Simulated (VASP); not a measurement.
Crystal: KNi.

```
K Ni
1.0
     0.00000    3.11793    3.11793
     3.11793    0.00000    3.11793
     3.11793    3.11793    0.00000
K Ni
1 1
Direct
  0.75000 0.75000 0.75000
  0.00000 0.00000 0.00000
```

The cell was built by a generator and needn't be a form met in nature.

| Quantity | Value |
| --- | --- |
| Program | VASP 6.6.1 |
| Task | relaxation of cell and atoms |
| Functional | PBE |
| Potentials or basis | VASP PAW PBE potentials, release 64 (K_sv, Ni) |
| Cutoff | 600 eV |
| k mesh | 5 × 5 × 5 |
| Occupations | fermi-dirac, width 0.05 eV |
| Spin | collinear spin, ferromagnetic start |
| Starting moments | [0.0, 1.0] μB |

At the start: pressure 6.1 GPa; volume 30.31 Å³/atom.

Problem. How do energy, volume and symmetry change on relaxing?

Solution. Over 3 steps the energy falls by 297.0 meV/atom and the volume is 55.62 Å³/atom (+83.5 %); space group F-43m (No. 216, to 0.05 Å); moment 0.07 μB per cell.

The path:
| step | energy change (eV) | largest force (eV/Å) | pressure (GPa) | volume (Å³) |
| --- | --- | --- | --- | --- |
| 1 | 0.0000 | 0.0000 | 6.14 | 60.62 |
| 2 | -0.3432 | 0.0000 | 4.12 | 71.40 |
| 3 | -0.5939 | 0.0000 | 0.02 | 111.23 |

Final structure:
```
K Ni
1.0
     0.00000    3.81709    3.81709
     3.81709    0.00000    3.81709
     3.81709    3.81709    0.00000
K Ni
1 1
Direct
  0.75000 0.75000 0.75000
  0.00000 0.00000 0.00000
```

Caveat: the volume moved by over 15 % at a fixed basis, so the end points are rough.
